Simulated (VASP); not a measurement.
# HPbNO4 (P1) in VASP: further runs

One crystal, HPbNO4, is run at these levels: PBE+D3(BJ), PBE+D4, PBE+rVV10, optB88-vdW; tasks: relaxation of cell and atoms.

All numbers are computed with VASP 6.6.1; they aren't measurements. Logs are shortened: lines on timing, memory, paths and dates and some standing lists are left out, and cuts for length are marked.

**1. Starting point**

The typed cell holds 7 atoms: a = 4.204 Å, b = 4.339 Å, c = 6.729 Å, α = 71.95°, β = 72.29°, γ = 62.23°.

The cell was built by a generator and needn't be a form met in nature.

**2. Relaxation of cell and atoms, PBE+D3(BJ)**

Contents of INCAR:

```
PREC     = Accurate       # precision mode
ENCUT    = 600            # plane-wave cutoff, eV
EDIFF    = 1E-6           # SCF threshold, eV
ISMEAR   = -1             # smearing method
SIGMA    = 0.05           # smearing width, eV
LREAL    = False          # projectors in reciprocal space
LASPH    = True           # aspherical terms in the spheres
NELM     = 100            # most SCF steps
ALGO     = Normal         # electronic algorithm
ISIF     = 3              # what is computed and relaxed
LWAVE    = False          # write WAVECAR
LCHARG   = False          # write CHGCAR
GGA      = PE             # functional
IVDW     = 12             # dispersion correction
IBRION   = 2              # ionic algorithm
NSW      = 40             # ionic steps
EDIFFG   = -0.02          # ionic threshold
KPAR     = 4
```

Contents of KPOINTS:

```
Automatic mesh
0
Gamma
  7 7 5
```

Contents of POSCAR:

```
HPbNO4
1.0
    4.2040700000      0.0000000000      0.0000000000
    2.0217200000      3.8395200000      0.0000000000
    2.0468600000      1.2790000000      6.2813200000
H Pb N O
1 1 1 4
Direct
    0.8914500000      0.6820200000      0.6279600000
    0.1442600000      0.9287200000      0.8835200000
    0.2567000000      0.2886100000      0.3017100000
    0.8310800000      0.6505600000      0.7840500000
    0.3869400000      0.2238000000      0.1129500000
    0.3110400000      0.0357600000      0.4585600000
    0.0772600000      0.6063300000      0.3227500000
```

Potentials or basis: VASP PAW PBE potentials, release 64 (H, Pb_d, N, O).

Launch:

```console
$ cat potpaw_PBE.64/H/POTCAR potpaw_PBE.64/Pb_d/POTCAR potpaw_PBE.64/N/POTCAR potpaw_PBE.64/O/POTCAR > POTCAR
$ mpirun -np 4 vasp_std > vasp.out
```

OUTCAR:

```text
PREC = Accurate
   ENCUT = 600
   EDIFF = 1E-6
   ISMEAR = -1
   LREAL = False
   LASPH = True
   NELM = 100
   ISIF = 3
   GGA = PE
   IVDW = 12
   IBRION = 2
   NSW = 40
   EDIFFG = -0.02
 IVDW          = 12

 ion  position               nearest neighbor table
   1  0.891  0.682  0.628-   4 0.98
   2  0.144  0.929  0.884-   4 2.48   4 2.51   6 2.67   4 2.72   5 2.81   7 2.84   5 2.91   5 2.93

   3  0.257  0.289  0.302-   6 1.25   7 1.26   5 1.28
   4  0.831  0.651  0.784-   1 0.98   2 2.48   2 2.51   2 2.72
   5  0.387  0.224  0.113-   3 1.28   2 2.81   2 2.91   2 2.93
   6  0.311  0.036  0.459-   3 1.25   2 2.67
   7  0.077  0.606  0.323-   3 1.26   2 2.84

  LATTYP: Found a triclinic cell.
 ALAT       =     6.7290755533
 B/A-ratio  =     1.0080441743
 C/A-ratio  =     0.6247618959
 COS(alpha) =     0.0037062124
 COS(beta)  =     0.3041814561
 COS(gamma) =     0.7937730465

  Lattice vectors:

 A1 = (   2.0468600000,   1.2790000000,   6.2813200000)
 A2 = (   0.0251400000,  -2.5605200000,   6.2813200000)
 A3 = (   4.2040700000,   0.0000000000,   0.0000000000)

Analysis of symmetry for initial positions (statically):
=====================================================================
 Subroutine PRICEL returns:
 Original cell was already a primitive cell.

 Routine SETGRP: Setting up the symmetry group for a
 triclinic supercell.

 Subroutine GETGRP returns: Found  1 space group operations
 (whereof  1 operations were pure point group operations)
 out of a pool of  2 trial point group operations.

The static configuration has the point symmetry C_1 .

Analysis of symmetry for dynamics (positions and initial velocities):
=====================================================================
 Subroutine PRICEL returns:
 Original cell was already a primitive cell.

 Routine SETGRP: Setting up the symmetry group for a
 triclinic supercell.

 Subroutine GETGRP returns: Found  1 space group operations
 (whereof  1 operations were pure point group operations)
 out of a pool of  2 trial point group operations.

The dynamic configuration has the point symmetry C_1 .

 Subroutine INISYM returns: Found  1 space group operations
 (whereof  1 operations are pure point group operations),
 and found     1 'primitive' translations

----------------------------------------------------------------------------------------

                                     Primitive cell

  volume of cell :     101.3906

  direct lattice vectors                    reciprocal lattice vectors
     4.204070000  0.000000000  0.000000000     0.237864736 -0.125248962 -0.052008557
     2.021720000  3.839520000  0.000000000     0.000000000  0.260449223 -0.053032572
     2.046860000  1.279000000  6.281320000     0.000000000  0.000000000  0.159202206

  length of vectors
     4.204070000  4.339270168  6.729075553     0.273809834  0.265793626  0.159202206

  position of ions in fractional coordinates (direct lattice)
     0.891450000  0.682020000  0.627960000
     0.144260000  0.928720000  0.883520000
     0.256700000  0.288610000  0.301710000
     0.831080000  0.650560000  0.784050000
     0.386940000  0.223800000  0.112950000
     0.311040000  0.035760000  0.458560000
     0.077260000  0.606330000  0.322750000

  ion indices of the primitive-cell ions
   primitive index   ion index
                 1           1
                 2           2
                 3           3
                 4           4
                 5           5
                 6           6
                 7           7

----------------------------------------------------------------------------------------

 KPOINTS: Automatic mesh

Automatic generation of k-mesh.
 Grid dimensions read from file:
 generate k-points for:    7    7    5

 Generating k-lattice:

  Cartesian coordinates                     Fractional coordinates (reciprocal lattice)
     0.033980677 -0.017892709 -0.007429794     0.142857143  0.000000000  0.000000000
     0.000000000  0.037207032 -0.007576082     0.000000000  0.142857143  0.000000000
     0.000000000  0.000000000  0.031840441     0.000000000  0.000000000  0.200000000

  Length of vectors
     0.039115691  0.037970518  0.031840441

  Shift w.r.t. Gamma in fractional coordinates (k-lattice)
     0.000000000  0.000000000  0.000000000

 Subroutine IBZKPT returns following result:
 ===========================================

 Found    123 irreducible k-points:

 Following reciprocal coordinates:
            Coordinates               Weight
  0.000000  0.000000  0.000000      1.000000
  0.142857 -0.000000 -0.000000      2.000000
  0.285714  0.000000  0.000000      2.000000
  0.428571 -0.000000  0.000000      2.000000
  0.000000  0.142857  0.000000      2.000000
  0.142857  0.142857 -0.000000      2.000000
[... 16 lines left out ...]
 -0.428571  0.428571  0.000000      2.000000
 -0.285714  0.428571  0.000000      2.000000
 [... further k-points ...]
   k-points           NKPTS =    123   k-points in BZ     NKDIM =    123   number of bands    NBANDS=     26
   number of dos      NEDOS =    301   number of ions     NIONS =      7
   total plane-waves  NPLWV =  69984
   dimension x,y,z NGX =    36 NGY =   36 NGZ =   54
   dimension x,y,z NGXF=    72 NGYF=   72 NGZF=  108
   ions per type =               1   1   1   4
   NGX,Y,Z   is equivalent  to a cutoff of  14.24, 13.79, 13.34 a.u.
   NGXF,Y,Z  is equivalent  to a cutoff of  28.47, 27.58, 26.68 a.u.
 SYSTEM =  unknown system
   PREC   = accura    normal or accurate (medium, high low for compatibility)
   ISTART =      0    job   : 0-new  1-cont  2-samecut
   ICHARG =      2    charge: 1-file 2-atom 10-const
   ISPIN  =      1    spin polarized calculation?
   LNONCOLLINEAR =      F non collinear calculations
   LSORBIT =      F    spin-orbit coupling
   LASPH  =      T    aspherical Exc in radial PAW
   ENCUT  =  600.0 eV  44.10 Ry    6.64 a.u.   8.40  8.67 13.44*2*pi/ulx,y,z
   NELM   =    100;   NELMIN=  2; NELMDL= -5     # of ELM steps
   EDIFF  = 0.1E-05   stopping-criterion for ELM
   LREAL  =      F    real-space projection
   EDIFFG = -.2E-01   stopping-criterion for IOM
   NSW    =     40    number of steps for IOM
   IBRION =      2    ionic relax: 0-MD 1-quasi-New 2-CG
   NFREE  =      1    steps in history (QN), initial steepest desc. (CG)
   ISIF   =      3    stress and relaxation
   ISYM   =      2    0-nonsym 1-usesym 2-fastsym
   POTIM  = 0.5000    time-step for ionic-motion
   TEBEG  =    0.0;   TEEND  =   0.0 temperature during run
   PSTRESS=    0.0 pullay stress
   NELECT =      44.0000    total number of electrons
   NUPDOWN=      -1.0000    fix difference up-down
   EMIN   =  10.00;   EMAX   =-10.00  energy-range for DOS
   EFERMI =   0.00;   METHOD = LEGACY
   ISMEAR =    -1;   SIGMA  =   0.05  broadening in eV -4-tet -1-fermi 0-gaus
   EFERMI_NEDOS =   21; number of points for ismear=-14 and -15
   IALGO  =     38    algorithm
   IMIX   =      4    mixing-type and parameters
     AMIX     =   0.40;   BMIX     =  1.00
     AMIX_MAG =   1.60;   BMIX_MAG =  1.00
  volume/ion in A,a.u.               =      14.48        97.75
  Fermi-wavevector in a.u.,A,eV,Ry     =   1.239443  2.342207 20.901518  1.536218
  Thomas-Fermi vector in A             =   2.373926
   LORBIT       =      0    0 simple, 1 ext, 2 COOP (PROOUT), +10 PAW based schemes
   GGA     = PE    functional components
   LHFCALC =     F    Hartree Fock is set to
   AEXX    =    0.0000 exact exchange contribution
   IVDW    =    12    specifies the selected vdW correction
   LEPSILON=     F    determine dielectric tensor
   LRPA    =     F    only Hartree local field effects (RPA)
 conjugate gradient relaxation of ions
 non-spin polarized calculation
  energy-cutoff  :      600.00
  volume of cell :      101.39
 maximum number of plane-waves:      3407
 NGX is ok and might be reduce to    36
   NGX = 17   NGY = 17   NGZ = 27

--------------------------------------- Ionic step        1  -------------------------------------------

 number of electron      44.0000003 magnetization

 Free energy of the ion-electron system (eV)
  ---------------------------------------------------
  ext. energy  EPLUGINS =         0.00000000
  ---------------------------------------------------
  free energy    TOTEN  =       -40.44571009 eV

  energy without entropy =      -40.44571009  energy(sigma->0) =      -40.44571009

------------------------ aborting loop because EDIFF is reached ----------------------------------------

 Edisp (eV)   -0.73695

 E8    (eV) :    -0.2612

  FORCE on cell =-STRESS in cart. coord.  units (eV):
  Direction    XX          YY          ZZ          XY          YZ          ZX
  --------------------------------------------------------------------------------------
  -------------------------------------------------------------------------------------
  Total      -0.82074    -0.02822     0.01169    -0.02092    -0.08947     0.00952
  in kB     -12.96935    -0.44589     0.18471    -0.33064    -1.41387     0.15040
  external pressure =       -4.41 kB  Pullay stress =        0.00 kB
[... 112 lines left out ...]
  FREE ENERGIE OF THE ION-ELECTRON SYSTEM (eV)
  ---------------------------------------------------
  free  energy   TOTEN  =       -41.1873435185 eV

  energy  without entropy=      -41.1873435185  energy(sigma->0) =      -41.18734352

[... ionic steps 4 to 25 ...]

--------------------------------------- Ionic step       26  -------------------------------------------

 number of electron      44.0000001 magnetization

------------------------ aborting loop because EDIFF is reached ----------------------------------------

 Edisp (eV)   -0.75634

 E8    (eV) :    -0.2676
[... 79 lines left out ...]
  energy  without entropy=      -41.2010601190  energy(sigma->0) =      -41.20106012

--------------------------------------- Ionic step       28  -------------------------------------------

 number of electron      44.0000001 magnetization

 Free energy of the ion-electron system (eV)
  ---------------------------------------------------
  ext. energy  EPLUGINS =         0.00000000
  ---------------------------------------------------
  free energy    TOTEN  =       -40.44485156 eV

  energy without entropy =      -40.44485156  energy(sigma->0) =      -40.44485156

 E-fermi :   2.3064     XC(G=0):  -8.7749

 val. band max:        1.1734774318   @ k =  -0.2857   0.2857   0.4000
 cond. band min:       3.8741922885   @ k =  -0.2857   0.4286   0.4000
 fundamental gap:      2.7007148567
 Fermi energy:         2.3064472600

 k-point     1 :       0.0000    0.0000    0.0000
  band No.  band energies     occupation
      1     -24.7460      2.00000
      2     -19.3588      2.00000
      3     -19.0611      2.00000
      4     -16.5552      2.00000
      5     -14.1541      2.00000
      6     -14.1384      2.00000
[... 685 lines left out ...]
     25       6.5643      0.00000
     26       6.9771      0.00000

 [... further k-points ...]

------------------------ aborting loop because EDIFF is reached ----------------------------------------

 Edisp (eV)   -0.75623

 E8    (eV) :    -0.2676

  FORCE on cell =-STRESS in cart. coord.  units (eV):
  Direction    XX          YY          ZZ          XY          YZ          ZX
  --------------------------------------------------------------------------------------
  -------------------------------------------------------------------------------------
  Total       0.02732    -0.05780    -0.01338     0.00134     0.01195     0.00289
  in kB       0.44504    -0.94177    -0.21792     0.02188     0.19463     0.04710
  external pressure =       -0.24 kB  Pullay stress =        0.00 kB
[... 22 lines left out ...]
  FREE ENERGIE OF THE ION-ELECTRON SYSTEM (eV)
  ---------------------------------------------------
  free  energy   TOTEN  =       -41.2010835781 eV

  energy  without entropy=      -41.2010835780  energy(sigma->0) =      -41.20108358

 reached required accuracy - stopping structural energy minimisation
```

Run time: 11 min. Hardware: 4 MPI ranks of Intel Xeon 6975P-C (Granite Rapids), shared host; peak memory 0.57 GiB.

What came out:

* Free energy: -41.2011 eV
* Relaxed volume: 14.05 Å³/atom
* Relaxed cell: a = 4.152 Å, b = 4.270 Å, c = 6.701 Å, α = 72.73°, β = 72.34°, γ = 62.11°
* Space group after relaxing (to 0.05 Å): P1 (No. 1)
* Energy gained by relaxing: 2.6 meV/atom
* Ionic steps: 28
* Pressure after relaxing: 0.0 GPa
* Largest force after relaxing: 0.016 eV/Å
* Band gap on the k mesh: 2.70 eV, indirect (least direct gap 2.73 eV)
* Dispersion energy per atom: -0.108 eV

Forces in eV/Å, atoms in the order of the input:
```
H    0.002  0.005  0.008
Pb   0.002 -0.011 -0.003
N   -0.005  0.000 -0.005
O   -0.005  0.000 -0.004
O    0.002 -0.001 -0.009
O    0.003  0.002  0.016
O    0.002  0.006 -0.003
```

The path:
```tsv
step	energy change (eV)	largest force (eV/Å)	pressure (GPa)	volume (Å³)
1	0.0000	0.4293	-0.44	101.39
2	0.0103	0.9219	-2.50	100.81
3	-0.0047	0.1166	-1.21	101.18
4	-0.0115	0.1494	-0.20	99.54
5	-0.0116	0.1650	-0.10	99.40
6	-0.0108	0.3538	0.49	98.79
7	-0.0125	0.1112	0.16	99.14
8	-0.0138	0.1079	0.08	99.08
9	-0.0146	0.2972	-0.03	98.99
10	-0.0150	0.2612	-0.04	98.97
11	-0.0160	0.1523	-0.09	98.92
12	-0.0166	0.0956	-0.17	98.81
13	-0.0166	0.0755	-0.17	98.83
14	-0.0167	0.0565	-0.14	98.79
15	-0.0170	0.0498	-0.06	98.68
16	-0.0169	0.1101	0.12	98.47
17	-0.0171	0.0606	0.02	98.59
18	-0.0172	0.0463	-0.02	98.54
19	-0.0173	0.0540	-0.06	98.49
20	-0.0174	0.0463	-0.01	98.42
21	-0.0178	0.0382	0.11	98.23
22	-0.0175	0.0606	0.39	97.84
23	-0.0178	0.0342	0.20	98.11
24	-0.0180	0.0288	0.14	98.16
25	-0.0182	0.0692	0.03	98.26
26	-0.0183	0.0332	-0.01	98.30
27	-0.0184	0.0245	-0.04	98.34
28	-0.0184	0.0164	-0.02	98.34
```

Final structure:
```
H Pb N O
1.0
     4.15171    0.00063    0.00357
     1.99715    3.77415   -0.02307
     2.02697    1.21691    6.27020
H Pb N O
1 1 1 4
Direct
  0.89576 0.67940 0.62175
  0.13733 0.94113 0.88373
  0.25669 0.28634 0.30464
  0.83342 0.65081 0.77865
  0.38949 0.21863 0.11427
  0.31308 0.02926 0.46046
  0.07296 0.61022 0.32800
```

Caveat: the standard files for N, O and F lose accuracy on very short bonds; spin-orbit coupling is left out, which as a rule narrows the gap of such compounds by several tenths of an eV; an odd mesh through Γ misses points on the zone boundary, where band edges often lie.

**3. Relaxation of cell and atoms, PBE+D4**

Edit INCAR of step 2 so:

```diff
@@ -13,3 +13,3 @@
 GGA      = PE             # functional
-IVDW     = 12             # dispersion correction
+IVDW     = 13             # dispersion correction
 IBRION   = 2              # ionic algorithm
```

KPOINTS is that of step 2.

POSCAR is that of step 2.

Potentials or basis: VASP PAW PBE potentials, release 64 (H, Pb_d, N, O).

Launch:

```console
$ cat potpaw_PBE.64/H/POTCAR potpaw_PBE.64/Pb_d/POTCAR potpaw_PBE.64/N/POTCAR potpaw_PBE.64/O/POTCAR > POTCAR
$ mpirun -np 4 vasp_std > vasp.out
```

Run time: 15 min. Hardware: 4 MPI ranks of Intel Xeon 6975P-C (Granite Rapids), shared host; peak memory 0.56 GiB.

The run converged. Its results:

```
Free energy                            : -41.3421 eV
Relaxed volume                         : 13.90 Å³/atom
Relaxed cell                           : a = 4.137 Å, b = 4.257 Å, c = 6.673 Å, α = 72.73°, β = 72.33°, γ = 62.15°
Space group after relaxing (to 0.05 Å) : P1 (No. 1)
Energy gained by relaxing              : 3.9 meV/atom
Ionic steps                            : 34
Pressure after relaxing                : 0.0 GPa
Largest force after relaxing           : 0.020 eV/Å
Band gap on the k mesh                 : 2.65 eV, indirect (least direct gap 2.68 eV)
Dispersion energy per atom             : -0.129 eV
```

Forces on the atoms (eV/Å):
```
H    0.001  0.006 -0.004
Pb   0.002 -0.007  0.005
N    0.002  0.005  0.005
O   -0.004 -0.004  0.003
O    0.000 -0.008 -0.001
O    0.001 -0.009  0.001
O   -0.002  0.018 -0.009
```

Stress tensor (GPa, compression positive):
```
 0.05  0.00  0.01
 0.00 -0.05  0.03
 0.01  0.03 -0.07
```

The path:
| step | energy change (eV) | largest force (eV/Å) | pressure (GPa) | volume (Å³) |
| --- | --- | --- | --- | --- |
| 1 | 0.0000 | 0.4199 | -0.81 | 101.39 |
| 2 | 0.0005 | 0.8051 | -2.45 | 100.32 |
| 3 | -0.0073 | 0.2041 | -1.64 | 100.87 |
| 4 | -0.0174 | 0.1259 | -0.77 | 99.33 |
| 5 | -0.0193 | 0.1841 | -0.11 | 98.37 |
| 6 | -0.0200 | 0.2032 | 0.22 | 98.06 |
| 7 | -0.0203 | 0.1214 | 0.12 | 98.16 |
| 8 | -0.0213 | 0.1079 | 0.09 | 98.13 |
| 9 | -0.0226 | 0.2856 | -0.01 | 98.02 |
| 10 | -0.0230 | 0.2530 | -0.04 | 98.01 |
| 11 | -0.0239 | 0.1560 | -0.09 | 97.98 |
| 12 | -0.0247 | 0.0855 | -0.18 | 97.90 |
| 13 | -0.0248 | 0.1129 | -0.19 | 97.89 |
| 14 | -0.0250 | 0.0899 | -0.17 | 97.85 |
| 15 | -0.0254 | 0.0529 | -0.08 | 97.74 |
| 16 | -0.0252 | 0.1342 | 0.11 | 97.51 |
| 17 | -0.0254 | 0.0686 | 0.00 | 97.66 |
| 18 | -0.0256 | 0.0499 | -0.06 | 97.62 |
| 19 | -0.0257 | 0.0591 | -0.12 | 97.57 |
| 20 | -0.0259 | 0.0527 | -0.09 | 97.50 |
| 21 | -0.0263 | 0.0380 | 0.02 | 97.30 |
| 22 | -0.0263 | 0.0556 | 0.26 | 96.89 |
| 23 | -0.0264 | 0.0414 | 0.16 | 97.07 |
| 24 | -0.0266 | 0.0249 | 0.14 | 97.11 |
| 25 | -0.0268 | 0.0815 | 0.10 | 97.19 |
| 26 | -0.0269 | 0.0593 | 0.06 | 97.22 |
| 27 | -0.0270 | 0.0358 | -0.03 | 97.31 |
| 28 | -0.0270 | 0.0357 | -0.01 | 97.31 |
| 29 | -0.0270 | 0.0361 | -0.05 | 97.32 |
| 30 | -0.0270 | 0.0359 | -0.05 | 97.32 |
| 31 | -0.0270 | 0.0291 | -0.04 | 97.32 |
| 32 | -0.0270 | 0.0207 | -0.03 | 97.32 |
| 33 | -0.0270 | 0.0260 | -0.02 | 97.32 |
| 34 | -0.0271 | 0.0197 | -0.02 | 97.32 |

Final structure:
```xyz
7
Lattice="4.1372 -0.0005 0.0037 1.9891 3.7633 -0.0236 2.0198 1.2120 6.2437" Properties=species:S:1:pos:R:3 pbc="T T T"
H     6.3132    3.3086    3.8650
Pb    4.2258    4.6152    5.4959
N     2.2467    1.4458    1.8970
O     6.3149    3.3931    4.8485
O     2.2777    0.9559    0.7076
O     2.2838    0.6695    2.8838
O     2.1774    2.6965    2.0323
```

Levels at points of the mesh, in eV from the valence-band top:
| k point | band 18 | band 19 | band 20 | band 21 | band 22 | band 23 | band 24 | band 25 | band 26 |
| --- | --- | --- | --- | --- | --- | --- | --- | --- | --- |
| (0.00, 0.00, 0.00) | -2.22 | -2.14 | -1.57 | -1.53 | -0.87 | 3.40 | 4.28 | 5.62 | 6.31 |

Caveat: the standard files for N, O and F lose accuracy on very short bonds; spin-orbit coupling is left out, which as a rule narrows the gap of such compounds by several tenths of an eV; an odd mesh through Γ misses points on the zone boundary, where band edges often lie. Expect the measured gap to be larger: semilocal functionals such as PBE lack the derivative discontinuity.

(Part 1 of 2 ends here.)
